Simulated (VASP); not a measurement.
**YZn (space group Pm-3m): computed properties**

Level of theory: PBEsol GGA, VASP's PBE PAW potentials (set 64) (plane waves; VASP).

- space group = Pm-3m (221)
- cell = a = 3.5174 Å, b = 3.5174 Å, c = 3.5174 Å, α = 90.00°, β = 90.00°, γ = 90.00°
- volume per atom = 21.76 Å^3/atom
- band gap (over mesh and band path) = none (metal, semimetal or under 0.01 eV)
- Hill bulk modulus = 67.5 GPa
- Hill shear modulus = 39.7 GPa
- Poisson's ratio = 0.254
- density = 5.89 g/cm³
- optical Γ-point spectrum = 150 (×3) cm⁻¹
- C11 = 105 GPa
- C12 = 48.7 GPa
- C44 = 49.8 GPa

Space group Pm-3m (No. 221); a = 3.5174 Å, b = 3.5174 Å, c = 3.5174 Å, α = 90.00°, β = 90.00°, γ = 90.00°

```json
[
 {"atom": "Zn", "site": "1b", "symmetry": "m-3m", "x": "0.5000", "y": "0.5000", "z": "0.5000"},
 {"atom": "Y", "site": "1a", "symmetry": "m-3m", "x": "0.0000", "y": "0.0000", "z": "0.0000"}
]
```

Finite-difference elastic constants of metals are sensitive to mesh and smearing; shear constants can be off by tens of GPa.

The structure comes from a measured YZn entry (Pm-3m) of the Crystallography Open Database, whose conditions weren't checked. It was relaxed first. Symmetry was kept, so distortions that lower it aren't found. The electron count is odd and the run is not spin-polarised, which forces a metal.
